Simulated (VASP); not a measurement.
A run of VASP 6.6.1:

File INCAR:

```
SYSTEM = MgO
  PREC = Accurate
  ENCUT = 450
  EDIFF = 1E-6
  ISMEAR = 0
  SIGMA = 0.02
  LREAL = .False.
  LASPH = .True.
  NELM = 120
  ALGO = Normal
  ISIF = 2
  LWAVE = .False.
  LCHARG = .False.
  GGA = CA
  NBANDS = 11
  KPAR = 2
```

KPOINTS

```
Automatic mesh
0
Gamma
  14 14 14
  0 0 0
```

POSCAR

```
MgO                                     
1.0
    0.0000000000      2.1220490059      2.1220490059
    2.1220490059      0.0000000000      2.1220490059
    2.1220490059      2.1220490059     -0.0000000000
  Mg              O             
     1     1
Direct
     1.0000000000000000    1.0000000000000000    0.0000000000000000
     0.5000000000000000    0.5000000000000000    0.5000000000000000
```

KPOINTS_OPT

```
path GXWKGLUWLK,UX
10
line-mode
reciprocal
 0.0000000000  0.0000000000  0.0000000000  G
 0.5000000000  0.0000000000  0.5000000000  X

 0.5000000000  0.0000000000  0.5000000000  X
 0.5000000000  0.2500000000  0.7500000000  W

 0.5000000000  0.2500000000  0.7500000000  W
 0.3750000000  0.3750000000  0.7500000000  K

 0.3750000000  0.3750000000  0.7500000000  K
 0.0000000000  0.0000000000  0.0000000000  G

 0.0000000000  0.0000000000  0.0000000000  G
 0.5000000000  0.5000000000  0.5000000000  L

 0.5000000000  0.5000000000  0.5000000000  L
 0.6250000000  0.2500000000  0.6250000000  U

 0.6250000000  0.2500000000  0.6250000000  U
 0.5000000000  0.2500000000  0.7500000000  W

 0.5000000000  0.2500000000  0.7500000000  W
 0.5000000000  0.5000000000  0.5000000000  L

 0.5000000000  0.5000000000  0.5000000000  L
 0.3750000000  0.3750000000  0.7500000000  K

 0.6250000000  0.2500000000  0.6250000000  U
 0.5000000000  0.0000000000  0.5000000000  X
```

Potentials or basis: VASP PAW LDA potentials, release 64 (Mg, O).

The run is started by

```sh
$ cat potpaw_LDA.64/Mg/POTCAR potpaw_LDA.64/O/POTCAR > POTCAR
$ mpirun -np 2 vasp_std > vasp.out
```

Hardware: 2 MPI ranks on Intel(R) Xeon(R) Platinum 8488C (Sapphire Rapids), on a shared host.

**Question.** Estimate the wall time of this run.

**Answer.** It took 8 s on 2 MPI ranks on Intel(R) Xeon(R) Platinum 8488C (Sapphire Rapids) (shared host), peak memory 0.13 GiB a rank. Counts: scf iterations 18, k points 104.
